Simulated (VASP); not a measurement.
OSZICAR of a VASP run on Ge₆₃P:

**OSZICAR**
```
       N       E                     dE             d eps       ncg     rms          rms(c)
DAV:   1     0.152680419339E+04    0.15268E+04   -0.91934E+04   648   0.112E+03
DAV:   2    -0.714694255089E+02   -0.15983E+04   -0.15341E+04   862   0.198E+02
DAV:   3    -0.269871340798E+03   -0.19840E+03   -0.19131E+03   768   0.697E+01
DAV:   4    -0.277048441811E+03   -0.71771E+01   -0.70684E+01   760   0.138E+01
DAV:   5    -0.277217086255E+03   -0.16864E+00   -0.16806E+00   816   0.194E+00    0.168E+01
RMM:   6    -0.274653278157E+03    0.25638E+01   -0.15060E+00   648   0.197E+00    0.101E+01
RMM:   7    -0.273828866324E+03    0.82441E+00   -0.27156E+00   649   0.294E+00    0.100E+00
RMM:   8    -0.273855525143E+03   -0.26659E-01   -0.19725E-01   649   0.942E-01    0.568E-01
RMM:   9    -0.273871382040E+03   -0.15857E-01   -0.38391E-02   663   0.385E-01    0.258E-01
RMM:  10    -0.273873780879E+03   -0.23988E-02   -0.76097E-03   670   0.149E-01    0.164E-01
RMM:  11    -0.273876686894E+03   -0.29060E-02   -0.47130E-03   654   0.124E-01    0.455E-02
RMM:  12    -0.273876859470E+03   -0.17258E-03   -0.98215E-04   700   0.472E-02    0.331E-02
RMM:  13    -0.273876938005E+03   -0.78535E-04   -0.21069E-04   664   0.255E-02    0.142E-02
RMM:  14    -0.273876963024E+03   -0.25019E-04   -0.76023E-05   577   0.155E-02    0.536E-03
RMM:  15    -0.273876965762E+03   -0.27375E-05   -0.17388E-05   417   0.588E-03
   1 F= -.27387697E+03 E0= -.27380255E+03  d E =-.273877E+03  mag=     1.0000
       N       E                     dE             d eps       ncg     rms          rms(c)
DAV:   1    -0.273938877797E+03   -0.61915E-01   -0.15146E+00   720   0.224E+00    0.500E-01
RMM:   2    -0.273949095509E+03   -0.10218E-01   -0.12865E-01   648   0.614E-01    0.162E-01
RMM:   3    -0.273951006031E+03   -0.19105E-02   -0.19205E-02   675   0.243E-01    0.733E-02
RMM:   4    -0.273951240686E+03   -0.23465E-03   -0.29449E-03   696   0.913E-02    0.402E-02
RMM:   5    -0.273951270318E+03   -0.29632E-04   -0.49451E-04   689   0.391E-02    0.171E-02
RMM:   6    -0.273951280132E+03   -0.98148E-05   -0.11090E-04   558   0.170E-02    0.912E-03
RMM:   7    -0.273951281453E+03   -0.13210E-05   -0.16119E-05   411   0.691E-03
   2 F= -.27395128E+03 E0= -.27388112E+03  d E =-.743157E-01  mag=     1.0000
       N       E                     dE             d eps       ncg     rms          rms(c)
DAV:   1    -0.273957770904E+03   -0.64908E-02   -0.61010E-01   688   0.143E+00    0.312E-01
RMM:   2    -0.273962038561E+03   -0.42677E-02   -0.52153E-02   648   0.391E-01    0.101E-01
RMM:   3    -0.273962843685E+03   -0.80512E-03   -0.79602E-03   682   0.155E-01    0.464E-02
RMM:   4    -0.273962936631E+03   -0.92946E-04   -0.11938E-03   691   0.582E-02    0.252E-02
RMM:   5    -0.273962950024E+03   -0.13393E-04   -0.20476E-04   676   0.248E-02    0.107E-02
RMM:   6    -0.273962953753E+03   -0.37282E-05   -0.41836E-05   457   0.108E-02
   3 F= -.27396295E+03 E0= -.27389619E+03  d E =-.859880E-01  mag=     1.0000
       N       E                     dE             d eps       ncg     rms          rms(c)
DAV:   1    -0.273996954359E+03   -0.34004E-01   -0.68700E-01   712   0.154E+00    0.386E-01
RMM:   2    -0.273999103337E+03   -0.21490E-02   -0.47810E-02   648   0.400E-01    0.166E-01
RMM:   3    -0.273998953929E+03    0.14941E-03   -0.72659E-03   661   0.164E-01    0.601E-02
RMM:   4    -0.273999020441E+03   -0.66512E-04   -0.11951E-03   680   0.655E-02    0.328E-02
RMM:   5    -0.273999039190E+03   -0.18749E-04   -0.21626E-04   704   0.277E-02    0.183E-02
RMM:   6    -0.273999043507E+03   -0.43174E-05   -0.39974E-05   451   0.126E-02
   4 F= -.27399904E+03 E0= -.27394743E+03  d E =-.360898E-01  mag=     1.0000
       N       E                     dE             d eps       ncg     rms          rms(c)
DAV:   1    -0.273944890666E+03    0.54149E-01   -0.61785E+00   672   0.461E+00    0.933E-01
RMM:   2    -0.273986288642E+03   -0.41398E-01   -0.45701E-01   648   0.121E+00    0.304E-01
RMM:   3    -0.273992770230E+03   -0.64816E-02   -0.65475E-02   676   0.482E-01    0.167E-01
RMM:   4    -0.273993214578E+03   -0.44435E-03   -0.98925E-03   689   0.185E-01    0.853E-02
RMM:   5    -0.273993347219E+03   -0.13264E-03   -0.17604E-03   694   0.790E-02    0.430E-02
RMM:   6    -0.273993377836E+03   -0.30617E-04   -0.35090E-04   701   0.351E-02    0.207E-02
RMM:   7    -0.273993387803E+03   -0.99664E-05   -0.70790E-05   553   0.159E-02
   5 F= -.27399339E+03 E0= -.27396818E+03  d E =-.304341E-01  mag=     1.0000
       N       E                     dE             d eps       ncg     rms          rms(c)
DAV:   1    -0.274010275953E+03   -0.16898E-01   -0.20970E+00   672   0.270E+00    0.522E-01
RMM:   2    -0.274024421007E+03   -0.14145E-01   -0.15870E-01   648   0.711E-01    0.168E-01
RMM:   3    -0.274026833685E+03   -0.24127E-02   -0.23200E-02   678   0.284E-01    0.918E-02
RMM:   4    -0.274027040506E+03   -0.20682E-03   -0.34577E-03   687   0.108E-01    0.451E-02
RMM:   5    -0.274027089304E+03   -0.48798E-04   -0.61301E-04   693   0.463E-02    0.250E-02
RMM:   6    -0.274027099737E+03   -0.10433E-04   -0.12239E-04   603   0.204E-02    0.130E-02
RMM:   7    -0.274027102861E+03   -0.31235E-05   -0.24478E-05   416   0.930E-03
   6 F= -.27402710E+03 E0= -.27398958E+03  d E =-.641491E-01  mag=     1.0000
       N       E                     dE             d eps       ncg     rms          rms(c)
DAV:   1    -0.274027574960E+03   -0.47522E-03   -0.70405E-02   688   0.495E-01    0.966E-02
RMM:   2    -0.274028042554E+03   -0.46759E-03   -0.52509E-03   648   0.130E-01    0.321E-02
RMM:   3    -0.274028117102E+03   -0.74548E-04   -0.75264E-04   678   0.514E-02    0.173E-02
RMM:   4    -0.274028122911E+03   -0.58086E-05   -0.11037E-04   613   0.195E-02    0.813E-03
RMM:   5    -0.274028124570E+03   -0.16595E-05   -0.18554E-05   418   0.825E-03
   7 F= -.27402812E+03 E0= -.27399320E+03  d E =-.651708E-01  mag=     1.0000
       N       E                     dE             d eps       ncg     rms          rms(c)
DAV:   1    -0.274035372828E+03   -0.72499E-02   -0.71933E-01   688   0.156E+00    0.292E-01
RMM:   2    -0.274040368479E+03   -0.49957E-02   -0.57595E-02   648   0.417E-01    0.944E-02
RMM:   3    -0.274041214031E+03   -0.84555E-03   -0.82852E-03   674   0.164E-01    0.508E-02
RMM:   4    -0.274041296679E+03   -0.82648E-04   -0.12120E-03   683   0.617E-02    0.251E-02
RMM:   5    -0.274041315682E+03   -0.19003E-04   -0.23273E-04   689   0.268E-02    0.130E-02
RMM:   6    -0.274041319554E+03   -0.38716E-05   -0.41741E-05   450   0.114E-02
   8 F= -.27404132E+03 E0= -.27401136E+03  d E =-.131950E-01  mag=     1.0000
       N       E                     dE             d eps       ncg     rms          rms(c)
DAV:   1    -0.274041467426E+03   -0.15174E-03   -0.94045E-03   728   0.179E-01    0.328E-02
RMM:   2    -0.274041531697E+03   -0.64271E-04   -0.73720E-04   648   0.472E-02    0.105E-02
RMM:   3    -0.274041542011E+03   -0.10314E-04   -0.10162E-04   573   0.183E-02    0.549E-03
RMM:   4    -0.274041542805E+03   -0.79410E-06   -0.14024E-05   391   0.678E-03
   9 F= -.27404154E+03 E0= -.27401102E+03  d E =-.134182E-01  mag=     1.0000
       N       E                     dE             d eps       ncg     rms          rms(c)
DAV:   1    -0.274044889066E+03   -0.33471E-02   -0.16156E-01   688   0.748E-01    0.142E-01
RMM:   2    -0.274045999730E+03   -0.11107E-02   -0.12817E-02   648   0.200E-01    0.449E-02
RMM:   3    -0.274046174576E+03   -0.17485E-03   -0.17911E-03   669   0.779E-02    0.234E-02
RMM:   4    -0.274046191674E+03   -0.17099E-04   -0.27054E-04   668   0.292E-02    0.111E-02
RMM:   5    -0.274046197023E+03   -0.53485E-05   -0.60353E-05   491   0.131E-02
  10 F= -.27404620E+03 E0= -.27401297E+03  d E =-.465422E-02  mag=     1.0000
```

Question: Which electronic solver shows in the log?

Answer: It is blocked Davidson (ALGO = Normal, or the opening steps of other solvers) and then RMM-DIIS (ALGO = Fast or VeryFast). The INCAR had ALGO = Fast.

Question: How was spin treated?

Answer: Collinear spin (ISPIN = 2): the summary line carries one mag value, 1.00 μB in the cell.

Question: Can the final energy be trusted as converged?

Answer: The run converged. It stopped with EDIFF = 1E-5, NELM = 100, NSW = 60 and EDIFFG = -0.03 after 10 ionic steps (PBE GGA, plane waves, VASP's PBE PAW potentials (set 64)). The cell is charged, with a uniform compensating background. The supercell is sampled at Γ alone, which is coarse: total energies, pressure and levels can be off, energies of defects by several tenths of an eV.

The cell is a supercell with a defect, built from Ge (diamond): P_Ge, charge -2. The total moment is imposed (NUPDOWN), so this need not be the lowest spin state.
